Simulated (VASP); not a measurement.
Wanted: the native input for a VASP 6.6.1 run.

- Task: electric field gradients
- Functional: PBE
- Potentials or basis: VASP PAW PBE potentials, release 64 (Ga_d, As, N)
- Cutoff: 520 eV
- k mesh: 4 × 4 × 2
- Occupations: fermi-dirac, width 0.01 eV
- Spin: no spin polarisation
- Dipole correction: no
- Further INCAR settings: LREAL = Auto; ALGO = Fast; EDIFF = 1e-08; NBANDS = 166

The structure of Ga16AsN15 (a cell with a defect) lies in POSCAR:

```
Ga16AsN15
1.0
    6.3600000000      0.0000000000      0.0000000000
   -3.1800000000      5.5079215680      0.0000000000
    0.0000000000      0.0000000000     10.3320000000
Ga As N
16 1 15
Direct
    0.1666666666      0.3333333334      0.0000000000
    0.1666666666      0.3333333334      0.5000000000
    0.1666666666      0.8333333334      0.0000000000
    0.1666666666      0.8333333334      0.5000000000
    0.6666666666      0.3333333334      0.0000000000
    0.6666666666      0.3333333334      0.5000000000
    0.6666666666      0.8333333334      0.0000000000
    0.6666666666      0.8333333334      0.5000000000
    0.3333333334      0.1666666666      0.2500000000
    0.3333333334      0.1666666666      0.7500000000
    0.3333333334      0.6666666666      0.2500000000
    0.3333333334      0.6666666666      0.7500000000
    0.8333333334      0.1666666666      0.2500000000
    0.8333333334      0.1666666666      0.7500000000
    0.8333333334      0.6666666666      0.2500000000
    0.8333333334      0.6666666666      0.7500000000
    0.1666666666      0.3333333334      0.1875000000
    0.1666666666      0.3333333334      0.6875000000
    0.1666666666      0.8333333334      0.1875000000
    0.1666666666      0.8333333334      0.6875000000
    0.6666666666      0.3333333334      0.1875000000
    0.6666666666      0.3333333334      0.6875000000
    0.6666666666      0.8333333334      0.1875000000
    0.6666666666      0.8333333334      0.6875000000
    0.3333333334      0.1666666666      0.4375000000
    0.3333333334      0.1666666666      0.9375000000
    0.3333333334      0.6666666666      0.4375000000
    0.3333333334      0.6666666666      0.9375000000
    0.8333333334      0.1666666666      0.4375000000
    0.8333333334      0.1666666666      0.9375000000
    0.8333333334      0.6666666666      0.4375000000
    0.8333333334      0.6666666666      0.9375000000
```

These files were run (other wordings do the same):

INCAR

```
ALGO = Fast
EDIFF = 1E-8
ENCUT = 520
GGA = PE
ISIF = 2
ISMEAR = -1
LASPH = T
LCHARG = F
LEFG = T
LREAL = Auto
LWAVE = F
NBANDS = 166
NELM = 100
PREC = Accurate
SIGMA = 0.01
```

KPOINTS

```
k-points
0
Gamma
  4 4 2
```

Potentials or basis: VASP PAW PBE potentials, release 64 (Ga_d, As, N).

The run is started by

```console
$ cat potpaw_PBE.64/Ga_d/POTCAR potpaw_PBE.64/As/POTCAR potpaw_PBE.64/N/POTCAR > POTCAR
$ mpirun -np 1 vasp_std > vasp.out
```

Results of the run:

```yaml
Pressure: 21.2 GPa
Largest_force: 10.388 eV/Å
Band_gap_on_the_k_mesh: 1.95 eV, direct
```

Caveat: so large a pressure means that the cell lies far from this level's equilibrium, or that cutoff or potentials fall short.

Run time: 18 min on 1 thread of Intel(R) Xeon(R) Platinum 8488C (Sapphire Rapids), with other jobs on the host, peak memory 0.61 GiB.
